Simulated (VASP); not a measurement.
Input:

```
CELL_PARAMETERS angstrom
      2.81694     0.00000     0.00000
      0.00000     2.81694     0.00000
      0.00000     0.00000     4.06047
ATOMIC_POSITIONS crystal
  Ti 0.00000 0.00000 0.00000
  Al 0.50000 0.50000 0.50000
```

Calculation: PBE GGA with D3 dispersion (zero damping), VASP's PBE PAW potentials (set 64) (plane waves; VASP). Settings: 520 eV cut-off, 13×13×9 Γ-centred mesh, first-order Methfessel-Paxton smearing of 0.10 eV, potentials Ti_sv Al.

Give the stress tensor in GPa (positive for a compressed cell).

```
-3.27   0.00   0.00
 0.00  -3.27   0.00
 0.00   0.00  -3.20
```
The pressure is its mean diagonal, -3.25 GPa.

The compound is TiAl in the L1_0 structure. This cell is one point of a volume scan, at 1.03 of the reference volume. The electron count is odd and the run is not spin-polarised, which forces a metal.
